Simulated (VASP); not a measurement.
**GaN: GW quasiparticle gap**

Aim: the quasiparticle gap of GaN, and what it costs to get it. The cell is of the zinc-blende type, one of the forms listed for this formula. The start is a computed cell from the Materials Project.

Main program and level: VASP 6.6.1; PBE; plane waves and PAW (Ga_d_GW, N_GW), in the first sound run; inputs show where later runs differ.

### Step 1. The structure

Symmetry: F-43m, No. 216, cubic system. Conventional cell: a = 4.507 Å, b = 4.507 Å, c = 4.507 Å, α = 90.00°, β = 90.00°, γ = 90.00°. Nearest to Ga lie 4 N at 1.95 Å. Nearest to N lie 4 Ga at 1.95 Å. Farther neighbours and most contacts between anions are not listed.

### Step 2. Empty bands

The next step needs empty bands that the ground-state run didn't converge, so the Hamiltonian is diagonalised exactly for NBANDS bands, in a single step. LOPTICS writes the k-derivatives of the orbitals (WAVEDER), which give the long-wavelength limit of the screening.

INCAR reads:

```
SYSTEM = GaN
PREC = Accurate
ENCUT = 450
ISMEAR = 0
SIGMA = 0.01
LREAL = .FALSE.
GGA = PE
NBANDS = 56
ALGO = Exact
NELM = 1
LWAVE = .TRUE.
LCHARG = .FALSE.
LOPTICS = .TRUE.
NEDOS = 1000
CSHIFT = 0.1
```

POSCAR reads:

```
GaN
1.0
    0.0000000000      2.2535006075      2.2535006075
    2.2535006075      0.0000000000      2.2535006075
    2.2535006075      2.2535006075      0.0000000000
Ga N
1 1
Direct
    0.0000000000      0.0000000000      0.0000000000
    0.7500000000      0.7500000000      0.7500000000
```

KPOINTS reads:

```
Automatic mesh
0
Gamma
6 6 6
0 0 0
```

Potentials, in the order of the species: Ga_d_GW and N_GW (PBE family, release 64).

Started as:

```
$ mpirun -np 8 vasp_std
```

The log of the run:

```text
[banner, memory and clock lines left out]
running    8 mpi-ranks, on    1 nodes
 distrk:  each k-point on    8 cores,    1 groups
 distr:  one band on    1 cores,    8 groups

 POSCAR found type information on POSCAR GaN
 POSCAR found :  2 types and       2 ions
|                                                                             |
|           W    W    AA    RRRRR   N    N  II  N    N   GGGG   !!!           |
|           W    W   A  A   R    R  NN   N  II  NN   N  G    G  !!!           |
|           W    W  A    A  R    R  N N  N  II  N N  N  G       !!!           |
|           W WW W  AAAAAA  RRRRR   N  N N  II  N  N N  G  GGG   !            |
|           WW  WW  A    A  R   R   N   NN  II  N   NN  G    G                |
|           W    W  A    A  R    R  N    N  II  N    N   GGGG   !!!           |
|                                                                             |
|     For optimal performance we recommend to set                             |
|       NCORE = 2 up to number-of-cores-per-socket                            |
|     NCORE specifies how many cores store one orbital (NPAR=cpu/NCORE).      |
|     This setting can greatly improve the performance of VASP for DFT.       |
|     The default, NCORE=1 might be grossly inefficient on modern             |
|     multi-core architectures or massively parallel machines. Do your        |
|     Unfortunately you need to use the default for GW and RPA                |
|     calculations (for HF NCORE is supported but not extensively tested      |
|     yet).                                                                   |
|                                                                             |

 LDA part: xc-table for (Slater+PW92), standard interpolation
 found WAVECAR, reading the header
  number of bands has changed, file:    15 present:    56
  trying to continue reading WAVECAR, but it might fail
 POSCAR, INCAR and KPOINTS ok, starting setup
 FFT: planning ... GRIDC
 FFT: planning ... GRID_SOFT
 FFT: planning ... GRID
 reading WAVECAR
 random initialization beyond band           15
 the WAVECAR file was read successfully
 initial charge from wavefunction
 entering main loop
       N       E                     dE             d eps       ncg     rms          rms(c)
DIA:   1    -0.121252374665E+02   -0.12125E+02    0.00000E+00     0   0.000E+00
   1 F= -.12125237E+02 E0= -.12125237E+02  d E =-.156233E-18
 writing wavefunctions
 optical routines
 imaginary and real dielectric function
 recalculating local potential from charge density
 direction            1
 direction            2
 direction            3
```

Run time: 2.8 s. Hardware: 8 MPI ranks of Intel Xeon 6975P-C (Granite Rapids), shared host; peak memory 0.92 GiB.

The logs omit lines about the potential files and the build; timing stands in the text.

Parts of OUTCAR (step 2):

```text
ion  position               nearest neighbor table
   1  0.000  0.000  0.000-   2 1.95   2 1.95   2 1.95   2 1.95
   2  0.750  0.750  0.750-   1 1.95   1 1.95   1 1.95   1 1.95

  LATTYP: Found a face centered cubic cell.
 ALAT       =     4.5070012150

 Subroutine GETGRP returns: Found 24 space group operations
 (whereof 24 operations were pure point group operations)

The static configuration has the point symmetry T_d .

 Found     16 irreducible k-points:

   k-points           NKPTS =     16   k-points in BZ     NKDIM =     16   number of bands    NBANDS=     56

   dimension x,y,z NGX =    24 NGY =   24 NGZ =   24
   dimension x,y,z NGXF=    48 NGYF=   48 NGZF=   48

   ENCUT  =  450.0 eV  33.07 Ry    5.75 a.u.   5.51  5.51  5.51*2*pi/ulx,y,z

   NELECT =      18.0000    total number of electrons

 k-points in reciprocal lattice and weights: Automatic mesh
   0.00000000  0.00000000  0.00000000       0.005
   0.16666667  0.00000000  0.00000000       0.037
   0.33333333  0.00000000  0.00000000       0.037
   0.50000000  0.00000000  0.00000000       0.019
   0.16666667  0.16666667  0.00000000       0.028
   0.33333333  0.16666667  0.00000000       0.111
   0.50000000  0.16666667  0.00000000       0.111
  -0.33333333  0.16666667  0.00000000       0.111
  -0.16666667  0.16666667  0.00000000       0.056
[...]
-0.33333333  0.33333333  0.16666667       0.111
  -0.33333333  0.50000000  0.16666667       0.056

 average (electrostatic) potential at core
       1 -63.7274       2 -61.4090

 E-fermi :   5.1560

 k-point     1 :       0.0000    0.0000    0.0000
  band No.  band energies     occupation
    ...
      5      -8.0769      2.00000
      6      -8.0769      2.00000
      7       5.0978      2.00000
      8       5.0978      2.00000
      9       5.0978      2.00000
     10       6.8203      0.00000
     11      15.3897      0.00000
     12      15.3897      0.00000
     13      15.3897      0.00000
     14      22.7158      0.00000
    ...

 k-point     2 :       0.1667    0.0000    0.0000
  band No.  band energies     occupation
    ...
      5      -8.0783      2.00000
      6      -8.0783      2.00000
      7       2.8139      2.00000
      8       4.8276      2.00000
      9       4.8276      2.00000
     10       8.4316      0.00000
     11      14.3525      0.00000
     12      15.7452      0.00000
     13      15.7452      0.00000
     14      21.8684      0.00000
    ...

 k-point     3 :       0.3333    0.0000    0.0000
  band No.  band energies     occupation
    ...
      5      -8.0561      2.00000
      6      -7.5924      2.00000
      7      -0.2621      2.00000
      8       4.3496      2.00000
      9       4.3496      2.00000
     10       9.5607      0.00000
     11      13.7371      0.00000
     12      15.7162      0.00000
     13      15.7162      0.00000
     14      20.7182      0.00000
    ...

  Total        0.4964145      0.4964145      0.4964145     -0.0000000     -0.0000000     -0.0000000
  in kB       34.7497780     34.7497780     34.7497780     -0.0000000     -0.0000000     -0.0000000
  external PRESSURE =      34.7497780 kB  Pullay stress =       0.0000000 kB

  energy-cutoff  :      450.00
  volume of cell :       22.89
      direct lattice vectors                 reciprocal lattice vectors
     0.000000000  2.253500607  2.253500607    -0.221877020  0.221877020  0.221877020
     2.253500607  0.000000000  2.253500607     0.221877020 -0.221877020  0.221877020
     2.253500607  2.253500607  0.000000000     0.221877020  0.221877020 -0.221877020

 POSITION                                       TOTAL-FORCE (eV/Angst)
 -----------------------------------------------------------------------------------
      0.00000      0.00000      0.00000         0.000000      0.000000      0.000000
      3.38025      3.38025      3.38025        -0.000000     -0.000000     -0.000000
 -----------------------------------------------------------------------------------
    total drift:                               -0.000016     -0.000016     -0.000016

  FREE ENERGIE OF THE ION-ELECTRON SYSTEM (eV)
  ---------------------------------------------------
  free  energy   TOTEN  =       -12.1252374665 eV

  energy  without entropy=      -12.1252374665  energy(sigma->0) =      -12.12523747

 plasma frequency squared (from intraband transitions) (eV^2)
  --------------------------------------------------------------------------------------
       0.000      -0.000       0.000
      -0.000       0.000      -0.000
       0.000      -0.000       0.000

[... 3 further parts left out ...]
```

The gap is read on the k-mesh alone, so it is an upper bound where the band edges lie off the mesh.

A gap read on the k-mesh alone can miss the band edges.

This step gave:

```yaml
gap_on_the_k_mesh: 1.722 eV
least_direct_gap_on_the_k_mesh: 1.722 eV
```

WAVECAR now holds 56 bands for 18 electrons. Its independent-particle dielectric tensor has xx, yy, zz = 7.0, 7.0, 7.0 on this mesh, which isn't tested for convergence in mesh or bands and lacks local fields.

### Step 3. G0W0, ENCUTGW 100, bands in the sums 56

This step: G0W0 on PBE; plane waves and PAW (Ga_d_GW, N_GW) (VASP 6.6.1).

G0W0 keeps orbitals and screening fixed and shifts each of the lowest NBANDSGW levels once.

INCAR reads:

```
SYSTEM = GaN
PREC = Accurate
ENCUT = 450
ISMEAR = 0
SIGMA = 0.01
LREAL = .FALSE.
GGA = PE
NBANDS = 56
ALGO = EVGW0
NELMGW = 1
ENCUTGW = 100
NOMEGA = 48
PRECFOCK = Fast
NBANDSGW = 24
LWAVE = .FALSE.
LCHARG = .FALSE.
```

POSCAR is that of step 2.

KPOINTS is that of step 2.

Started as:

```
$ mpirun -np 8 vasp_std
```

The log of the run:

```text
[banner, memory and clock lines left out]
running    8 mpi-ranks, on    1 nodes
 distrk:  each k-point on    8 cores,    1 groups
 distr:  one band on    1 cores,    8 groups

 POSCAR found type information on POSCAR GaN
 POSCAR found :  2 types and       2 ions
 [... a notice as in an earlier step ...]

|                                                                             |
|           W    W    AA    RRRRR   N    N  II  N    N   GGGG   !!!           |
|           W    W   A  A   R    R  NN   N  II  NN   N  G    G  !!!           |
|           W    W  A    A  R    R  N N  N  II  N N  N  G       !!!           |
|           W WW W  AAAAAA  RRRRR   N  N N  II  N  N N  G  GGG   !            |
|           WW  WW  A    A  R   R   N   NN  II  N   NN  G    G                |
|           W    W  A    A  R    R  N    N  II  N    N   GGGG   !!!           |
|                                                                             |
|     The default for ENCUTGWSOFT is different in this version of VASP.       |
|     please manually set ENCUTGWSOFT =100 in the INCAR file.                 |
|                                                                             |

 LDA part: xc-table for (Slater+PW92), standard interpolation
 found WAVECAR, reading the header
 POSCAR, INCAR and KPOINTS ok, starting setup
 FFT: planning ... GRIDC
 FFT: planning ... GRID_SOFT
 FFT: planning ... GRID
 reading WAVECAR
 the WAVECAR file was read successfully
 initial charge from wavefunction
 available memory per node:    130.78 GB, setting MAXMEM to    133914

 The Fermi energy was updated, please check that it is located mid-gap
 values below the HOMO (VB) or above the LUMO (CB) will cause erroneous energies
 E-fermi :   5.9591

 calculate exact exchange contribution
 the WAVEDER file was read successfully
energies w=
    0.000    0.000    0.757    0.000    1.511    0.000    2.258    0.000
    2.997    0.000    3.726    0.000    4.443    0.000    5.147    0.000
    5.837    0.000    6.515    0.000    7.181    0.000    7.836    0.000
    8.482    0.000    9.120    0.000    9.752    0.000   10.381    0.000
   11.009    0.000   11.638    0.000   12.271    0.000   12.911    0.000
   13.561    0.000   14.225    0.000   14.907    0.000   15.611    0.000
   16.341    0.000   17.104    0.000   17.906    0.000   18.755    0.000
   19.659    0.000   20.630    0.000   21.680    0.000   22.824    0.000
   24.084    0.000   25.482    0.000   27.053    0.000   28.835    0.000
   30.883    0.000   33.270    0.000   36.095    0.000   39.502    0.000
   43.696    0.000   48.994    0.000   55.900    0.000   65.274    0.000
   78.707    0.000   99.518    0.000  135.956    0.000  215.799    0.000
 responsefunction array rank=      64
 LDA part: xc-table for (Slater+PW92), standard interpolation

 min. memory requirement per mpi rank    111.5 MB, per node    891.7 MB

 allocating   6 responsefunctions rank=    64
 shmem allocating  48 responsefunctions rank=    64
 response function shared by NCSHMEM nodes    1
 Doing            6  frequencies on each core in blocks of           48
NQ=   1    0.0000    0.0000    0.0000,
|.........|.........|.........|.........|.........|.........|.........|.........
 performed        225000 updates of chi_q(r,r)
 total number of BLAS operations          6.29 Gflops
NQ=   2    0.1667    0.0000    0.0000,
|.........|.........|.........|.........|.........|.........|.........|.........
 performed        633000 updates of chi_q(r,r)
 total number of BLAS operations         17.28 Gflops
NQ=   3    0.3333    0.0000    0.0000,
|.........|.........|.........|.........|.........|.........|.........|.........
 performed       1041000 updates of chi_q(r,r)
 total number of BLAS operations         26.12 Gflops
NQ=   4    0.5000    0.0000    0.0000,
|.........|.........|.........|.........|.........|.........|.........|.........
 performed       1385000 updates of chi_q(r,r)
 total number of BLAS operations         33.56 Gflops
NQ=   5    0.1667    0.1667    0.0000,
|.........|.........|.........|.........|.........|.........|.........|.........
 performed       1793000 updates of chi_q(r,r)
 total number of BLAS operations         45.33 Gflops
NQ=   6    0.3333    0.1667    0.0000,
|.........|.........|.........|.........|.........|.........|.........|.........
 performed       2432000 updates of chi_q(r,r)
 total number of BLAS operations         58.64 Gflops
NQ=   7    0.5000    0.1667    0.0000,
|.........|.........|.........|.........|.........|.........|.........|.........
 performed       3071000 updates of chi_q(r,r)
 total number of BLAS operations         71.95 Gflops
NQ=   8   -0.3333    0.1667    0.0000,
|.........|.........|.........|.........|.........|.........|.........|.........
 performed       3710000 updates of chi_q(r,r)
 total number of BLAS operations         86.32 Gflops
NQ=   9   -0.1667    0.1667    0.0000,
|.........|.........|.........|.........|.........|.........|.........|.........
 performed       4263000 updates of chi_q(r,r)
 total number of BLAS operations         98.76 Gflops
NQ=  10    0.3333    0.3333    0.0000,
|.........|.........|.........|.........|.........|.........|.........|.........
 performed       4671000 updates of chi_q(r,r)
 total number of BLAS operations        107.60 Gflops
NQ=  11    0.5000    0.3333    0.0000,
|.........|.........|.........|.........|.........|.........|.........|.........
 performed       5310000 updates of chi_q(r,r)
 total number of BLAS operations        121.44 Gflops
NQ=  12   -0.3333    0.3333    0.0000,
|.........|.........|.........|.........|.........|.........|.........|.........
 performed       5863000 updates of chi_q(r,r)
 total number of BLAS operations        133.42 Gflops
NQ=  13    0.5000    0.5000    0.0000,
|.........|.........|.........|.........|.........|.........|.........|.........
 performed       6169000 updates of chi_q(r,r)
 total number of BLAS operations        139.06 Gflops
NQ=  14    0.5000    0.3333    0.1667,
|.........|.........|.........|.........|.........|.........|.........|.........
 performed       6889000 updates of chi_q(r,r)
 total number of BLAS operations        152.34 Gflops
NQ=  15   -0.3333    0.3333    0.1667,
|.........|.........|.........|.........|.........|.........|.........|.........
 performed       7566000 updates of chi_q(r,r)
 total number of BLAS operations        165.89 Gflops
NQ=  16   -0.3333    0.5000    0.1667,
|.........|.........|.........|.........|.........|.........|.........|.........
 performed       8122000 updates of chi_q(r,r)
 total number of BLAS operations        178.87 Gflops
 resolving degeneracies of screened two electron integrals

 calculate QP shifts <psi_nk| G(iteration)W_0 |psi_nk>: iteration 1
 entering main loop
```

It took 37 s on 8 MPI ranks; peak memory 1.3 GiB; 4.6 min of CPU time.

Parts of OUTCAR (step 3):

```text
The static configuration has the point symmetry T_d .

 Found     16 irreducible k-points:

   k-points           NKPTS =     16   k-points in BZ     NKDIM =    216   number of bands    NBANDS=     56

   NELECT =      18.0000    total number of electrons

 E-fermi :   5.9591

 QP shifts <psi_nk| G(iteration)W_0 |psi_nk>: iteration 1
 for sc-GW calculations column KS-energies equals QP-energies in previous step
 and V_xc(KS)=  KS-energies - (<T + V_ion + V_H > + <T+V_H+V_ion>^1  + <V_x>^1)
 k-point   1 :       0.0000    0.0000    0.0000
  band No.  KS-energies  QP-energies   sigma(KS)   V_xc(KS)     V^pw_x(r,r')   Z            occupation Imag(sigma)
    ...
      6      -8.0769     -11.4958     -26.4520     -21.8074     -35.1863       0.7361       2.0000       0.1917
      7       5.0978       4.7589     -18.1733     -17.7320     -21.3412       0.7678       2.0000       0.0885
      8       5.0978       4.7589     -18.1733     -17.7320     -21.3412       0.7678       2.0000       0.0885
      9       5.0978       4.7589     -18.1733     -17.7320     -21.3412       0.7678       2.0000       0.0885
     10       6.8203       7.5765     -12.4158     -13.3584      -9.0917       0.8022       0.0000      -0.0717
     11      15.3897      16.2629     -10.3300     -11.4287      -5.3700       0.7947       0.0000      -0.1418
     12      15.3897      16.2629     -10.3300     -11.4287      -5.3700       0.7947       0.0000      -0.1418
     13      15.3897      16.2629     -10.3300     -11.4287      -5.3700       0.7947       0.0000      -0.1418
    ...

 k-point   2 :       0.1667    0.0000    0.0000
  band No.  KS-energies  QP-energies   sigma(KS)   V_xc(KS)     V^pw_x(r,r')   Z            occupation Imag(sigma)
    ...
      6      -8.0783     -11.4919     -26.4449     -21.8023     -35.1818       0.7353       2.0000       0.1928
      7       2.8139       2.2386     -16.6349     -15.8781     -19.9341       0.7601       2.0000       0.1136
      8       4.8276       4.4542     -17.9437     -17.4564     -21.1554       0.7663       2.0000       0.0915
      9       4.8276       4.4542     -17.9437     -17.4564     -21.1554       0.7663       2.0000       0.0915
     10       8.4316       9.3076     -13.0853     -14.1932      -9.6526       0.7907       0.0000      -0.0779
     11      14.3525      15.2913     -10.8393     -12.0273      -5.9627       0.7903       0.0000      -0.1389
     12      15.7452      16.6396     -10.5186     -11.6524      -5.4469       0.7888       0.0000      -0.1584
     13      15.7452      16.6396     -10.5186     -11.6524      -5.4469       0.7888       0.0000      -0.1584
    ...

 k-point   3 :       0.3333    0.0000    0.0000
  band No.  KS-energies  QP-energies   sigma(KS)   V_xc(KS)     V^pw_x(r,r')   Z            occupation Imag(sigma)
    ...
      6      -7.5924     -10.2637     -23.5430     -19.8728     -31.8725       0.7279       2.0000       0.4169
      7      -0.2621      -1.0763     -15.4742     -14.3659     -19.7106       0.7346       2.0000       0.2120
      8       4.3496       3.9242     -17.5865     -17.0297     -20.8861       0.7640       2.0000       0.0968
      9       4.3496       3.9242     -17.5865     -17.0297     -20.8861       0.7640       2.0000       0.0968
     10       9.5607      10.4757     -11.9275     -13.0758      -7.8799       0.7968       0.0000      -0.0929
     11      13.7371      14.7698     -12.2522     -13.6038      -7.2436       0.7641       0.0000      -0.1606
     12      15.7162      16.5286     -10.5082     -11.5369      -5.4669       0.7897       0.0000      -0.1663
     13      15.7162      16.5286     -10.5082     -11.5369      -5.4669       0.7897       0.0000      -0.1663
    ...

[... 7 parts as in an earlier step ...]

[... 5 further parts left out ...]
```

This step gave:

```yaml
quasiparticle_gap_on_the_mesh: 2.818 eV
smallest_direct_quasiparticle_gap_on_the_mesh: 2.818 eV
gap_of_the_starting_orbitals_on_the_mesh: 1.722 eV
```

GW takes the gap from 1.722 to 2.818 eV. Spin-orbit coupling is left out. The value holds for 56 bands, ENCUTGW = 100 eV and this mesh, and isn't shown to be converged in them.

(Part 1 of 3 ends here.)

[Lines on the potential files, build, host, timing and source positions are cut from VASP's logs without a mark.]

[Logs are printed without paths, hosts, clocks, repeated set-up lines and the standing remarks that a program may print on its own settings, such as how far it seeks lower states.]

[Hosts, paths, dates, database ids (printed as entryN), source tags and the programs' standing remarks are cut or masked in the printed files.]

[Pressures printed for these runs are not shown converged in the cutoff: they can be off by several GPa and have the wrong sign.]
